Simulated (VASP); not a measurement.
The system is CuAu.

```
CELL_PARAMETERS angstrom
2.89203 0.00000 0.00000
0.00000 2.89203 0.00000
0.00000 0.00000 3.58760
ATOMIC_POSITIONS crystal
Cu 0.50000 0.50000 0.50000
Au 0.00000 0.00000 0.00000
```

```yaml
Program: VASP 6.6.1
Task: relaxation of cell and atoms
Functional: PBE
Dispersion: D3(BJ)
Potentials_or_basis: VASP PAW PBE potentials, release 64 (Cu, Au)
Cutoff: 600 eV
k_mesh: 14 × 14 × 12
Occupations: gaussian, width 0.1 eV
Spin: no spin polarisation
```

At the start: pressure -6.1 GPa; volume 15.00 Å³/atom.

How do energy, volume and symmetry change on relaxing?

Over 9 steps the energy falls by 14.3 meV/atom and the volume is 14.35 Å³/atom (-4.4 %); space group P4/mmm (No. 123, to 0.05 Å).

The path:
```
step  energy change (eV)  largest force (eV/Å)  pressure (GPa)  volume (Å³)
   1              0.0000                0.0000           -6.10        30.01
   2             -0.0058                0.0000            7.08        27.60
   3             -0.0285                0.0000           -0.17        28.66
   4             -0.0285                0.0000            0.30        28.63
   5             -0.0285                0.0000           -0.88        28.73
   6             -0.0285                0.0000            0.29        28.66
   7             -0.0285                0.0000            0.49        28.68
   8             -0.0285                0.0000           -0.17        28.70
   9             -0.0285                0.0000           -0.03        28.70
```

Final structure:
```
CELL_PARAMETERS angstrom
2.84930 0.00000 0.00000
0.00000 2.84930 0.00000
0.00000 0.00000 3.53485
ATOMIC_POSITIONS crystal
Cu 0.50000 0.50000 0.50000
Au 0.00000 0.00000 0.00000
```

Caveat: pairwise dispersion overbinds metals, which lowers pressure and volume.
